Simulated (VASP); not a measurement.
Calculation: PBEsol GGA, VASP's PBE PAW potentials (set 64) (plane waves; VASP 6.6.1).

A VASP calculation is set up with these files.

### INCAR
```
# general
SYSTEM = Ca(111) slab
PREC   = Normal
ENCUT  = 400   # plane-wave cut-off (eV)
LREAL  = .False.   # projection in real space or not
LASPH  = .True.   # aspherical one-centre terms

# electronic loop
EDIFF  = 1E-5   # SCF stop (eV)
NELM   = 100   # most electronic steps
NELMIN = 4
ALGO   = Normal

# smearing
ISMEAR = 1   # Methfessel-Paxton
SIGMA  = 0.1   # width (eV)

# functional
GGA    = PS

# ions
IBRION = 2
NSW    = 50
ISIF   = 2
EDIFFG = -0.03   # ionic stop

# output
LWAVE  = .True.
LCHARG = .False.

# other
LDIPOL = .True.
IDIPOL = 3
DIPOL  = 0.5 0.5 0.5
```

### KPOINTS
```
K-points
0
gamma
  8 8 1
```

### POSCAR
```
Ca(111) slab
1
    3.8581960087    -0.0000000000    -0.0000000000
   -1.9290980044     3.3412954331     0.0000000000
    0.0000000000     0.0000000000    24.1181194398
Ca
3
Direct
  0.3333330000   0.6666670000   0.3693840000
  0.0000000000   0.0000000000   0.5000000000
  0.6666670000   0.3333330000   0.6306160000
```

POTCAR, in this order: Ca_sv (PBE.64 set). Program: vasp_std.

The resulting files:

**OUTCAR**
```
 ion  position               nearest neighbor table
   1  0.333  0.667  0.369-
   2  0.000  0.000  0.500-
   3  0.667  0.333  0.631-
  LATTYP: Found a hexagonal cell.
 ALAT       =     3.8581960087
 C/A-ratio  =     6.2511389741
 Subroutine PRICEL returns:
 Original cell was already a primitive cell.
 Subroutine GETGRP returns: Found 12 space group operations
The static configuration has the point symmetry D_3d.
The dynamic configuration has the point symmetry D_3d.
 Subroutine INISYM returns: Found 12 space group operations
 Subroutine IBZKPT returns following result:
 Found     10 irreducible k-points:

 Following reciprocal coordinates:
            Coordinates               Weight
  0.000000  0.000000  0.000000      1.000000
  0.125000  0.000000  0.000000      6.000000
  0.250000  0.000000  0.000000      6.000000
  0.375000  0.000000  0.000000      6.000000
  0.500000  0.000000  0.000000      3.000000
  0.125000  0.125000  0.000000      6.000000
  0.250000  0.125000  0.000000     12.000000
  0.375000  0.125000  0.000000     12.000000
  0.250000  0.250000  0.000000      6.000000
  0.375000  0.250000  0.000000      6.000000
   k-points           NKPTS =     10   k-points in BZ     NKDIM =     10   number of bands    NBANDS=     19
   number of dos      NEDOS =    301   number of ions     NIONS =      3
   total plane-waves  NPLWV =  48000
   dimension x,y,z NGX =    20 NGY =   20 NGZ =  120
   dimension x,y,z NGXF=    40 NGYF=   40 NGZF=  240
   ions per type =               3
   PREC   = normal    normal or accurate (medium, high low for compatibility)
   ISTART =      0    job   : 0-new  1-cont  2-samecut
   ICHARG =      2    charge: 1-file 2-atom 10-const
   ISPIN  =      1    spin polarized calculation?
   LNONCOLLINEAR =      F non collinear calculations
   LSORBIT =      F    spin-orbit coupling
...
```

**OSZICAR**
```
       N       E                     dE             d eps       ncg     rms          rms(c)
DAV:   1     0.155569050659E+03    0.15557E+03   -0.13938E+04   572   0.103E+03
DAV:   2     0.841402887720E+01   -0.14716E+03   -0.14512E+03   407   0.303E+02
DAV:   3    -0.505527708032E+01   -0.13469E+02   -0.13188E+02   742   0.506E+01
DAV:   4    -0.623403174134E+01   -0.11788E+01   -0.11715E+01   568   0.197E+01
DAV:   5    -0.633574108593E+01   -0.10171E+00   -0.10126E+00   677   0.427E+00    0.416E+00
DAV:   6    -0.570642580698E+01    0.62932E+00   -0.31509E+00   496   0.793E+00    0.250E+00
DAV:   7    -0.559339415053E+01    0.11303E+00   -0.49244E-01   520   0.392E+00    0.129E+00
DAV:   8    -0.557642832048E+01    0.16966E-01   -0.21446E-01   544   0.195E+00    0.349E-01
DAV:   9    -0.557388757066E+01    0.25407E-02   -0.22385E-02   661   0.782E-01    0.177E-01
DAV:  10    -0.557518026729E+01   -0.12927E-02   -0.61159E-03   536   0.376E-01    0.589E-02
DAV:  11    -0.557580558305E+01   -0.62532E-03   -0.89505E-04   613   0.124E-01    0.442E-02
DAV:  12    -0.557667623861E+01   -0.87066E-03   -0.65812E-04   480   0.102E-01    0.233E-02
DAV:  13    -0.557685193661E+01   -0.17570E-03   -0.32734E-04   440   0.477E-02    0.182E-02
DAV:  14    -0.557697978162E+01   -0.12785E-03   -0.59439E-05   424   0.449E-02    0.741E-03
DAV:  15    -0.557701641597E+01   -0.36634E-04   -0.28601E-05   456   0.212E-02    0.418E-03
DAV:  16    -0.557704029658E+01   -0.23881E-04   -0.13511E-05   343   0.134E-02    0.204E-03
DAV:  17    -0.557704243233E+01   -0.21357E-05   -0.18206E-06   286   0.610E-03
   1 F= -.55770424E+01 E0= -.55778640E+01  d E =-.557704E+01
       N       E                     dE             d eps       ncg     rms          rms(c)
DAV:   1    -0.557762943170E+01   -0.58914E-03   -0.16195E-01   380   0.323E+00    0.761E-02
DAV:   2    -0.557793397015E+01   -0.30454E-03   -0.38913E-03   416   0.491E-01    0.301E-02
DAV:   3    -0.557793696899E+01   -0.29988E-05   -0.12702E-04   616   0.625E-02    0.117E-02
DAV:   4    -0.557794077186E+01   -0.38029E-05   -0.43258E-06   308   0.134E-02
   2 F= -.55779408E+01 E0= -.55787932E+01  d E =-.898340E-03
       N       E                     dE             d eps       ncg     rms          rms(c)
DAV:   1    -0.557763168929E+01    0.30528E-03   -0.14586E+00   380   0.970E+00    0.228E-01
DAV:   2    -0.558033690089E+01   -0.27052E-02   -0.34911E-02   380   0.147E+00    0.902E-02
DAV:   3    -0.558035485561E+01   -0.17955E-04   -0.11422E-03   613   0.189E-01    0.351E-02
DAV:   4    -0.558037299647E+01   -0.18141E-04   -0.54615E-05   512   0.406E-02    0.115E-02
DAV:   5    -0.558037862407E+01   -0.56276E-05   -0.11364E-05   407   0.142E-02
   3 F= -.55803786E+01 E0= -.55813369E+01  d E =-.333619E-02
       N       E                     dE             d eps       ncg     rms          rms(c)
DAV:   1    -0.557316780033E+01    0.72052E-02   -0.58472E+00   380   0.194E+01    0.451E-01
DAV:   2    -0.558397019716E+01   -0.10802E-01   -0.13873E-01   380   0.295E+00    0.179E-01
DAV:   3    -0.558401837119E+01   -0.48174E-04   -0.44256E-03   599   0.379E-01    0.709E-02
DAV:   4    -0.558409598223E+01   -0.77611E-04   -0.23207E-04   514   0.829E-02    0.235E-02
DAV:   5    -0.558410990101E+01   -0.13919E-04   -0.49123E-05   480   0.296E-02    0.580E-03
DAV:   6    -0.558411069470E+01   -0.79369E-06   -0.78048E-06   310   0.165E-02
   4 F= -.55841107E+01 E0= -.55853061E+01  d E =-.706826E-02
       N       E                     dE             d eps       ncg     rms          rms(c)
DAV:   1    -0.554375351737E+01    0.40356E-01   -0.23517E+01   380   0.389E+01    0.887E-01
DAV:   2    -0.558605019170E+01   -0.42297E-01   -0.53936E-01   388   0.591E+00    0.356E-01
DAV:   3    -0.558622205874E+01   -0.17187E-03   -0.16561E-02   596   0.755E-01    0.143E-01
DAV:   4    -0.558645778002E+01   -0.23572E-03   -0.11053E-03   506   0.172E-01    0.493E-02
DAV:   5    -0.558650656042E+01   -0.48780E-04   -0.22995E-04   632   0.641E-02    0.101E-02
DAV:   6    -0.558650587104E+01    0.68937E-06   -0.32157E-05   380   0.314E-02
   5 F= -.55865059E+01 E0= -.55878744E+01  d E =-.946344E-02
```

OUTCAR:
```
------------------------ aborting loop because EDIFF is reached ----------------------------------------
  FORCE on cell =-STRESS in cart. coord.  units (eV):
  Direction    XX          YY          ZZ          XY          YZ          ZX
  --------------------------------------------------------------------------------------
  Total        0.1334764      0.1334764      0.0262453     -0.0000000      0.0000000     -0.0000000
  in kB        0.6878163      0.6878161      0.1352446     -0.0000000      0.0000000     -0.0000000
  external PRESSURE =       0.5036257 kB  Pullay stress =       0.0000000 kB
  volume of cell :      310.92
      direct lattice vectors                 reciprocal lattice vectors
     3.858196009  0.000000000  0.000000000     0.259188491  0.149642559  0.000000000
    -1.929098004  3.341295433  0.000000000     0.000000000  0.299285119  0.000000000
     0.000000000  0.000000000 24.118119440     0.000000000  0.000000000  0.041462603
 POSITION                                       TOTAL-FORCE (eV/Angst)
 -----------------------------------------------------------------------------------
     -0.00000      2.22753      9.01171        -0.000000     -0.000000     -0.012751
      0.00000      0.00000     12.05906        -0.000000      0.000000      0.000000
      1.92910      1.11376     15.10641         0.000000      0.000000      0.012751
 -----------------------------------------------------------------------------------
    total drift:                               -0.000000      0.000000      0.000000
  FREE ENERGIE OF THE ION-ELECTRON SYSTEM (eV)
  ---------------------------------------------------
  free  energy   TOTEN  =        -5.5865058710 eV

  energy  without entropy=       -5.5906115884  energy(sigma->0) =       -5.58787444

 reached required accuracy - stopping structural energy minimisation
```
(Selected blocks of OUTCAR.)

**CONTCAR**
```
Ca(111) slab
   1.00000000000000
     3.8581960086999998    0.0000000000000000    0.0000000000000000
    -1.9290980043999999    3.3412954331000000    0.0000000000000000
     0.0000000000000000    0.0000000000000000   24.1181194398000009
  Ca
     3
Direct
     0.3333330000000032    0.6666669999999968    0.3736489855156480
     0.0000000000000000    0.0000000000000000    0.5000000000000000
     0.6666669999999968    0.3333330000000032    0.6263510144843520
```

The cell is a thin slab with vacuum, built from Ca (fcc): (111) face.
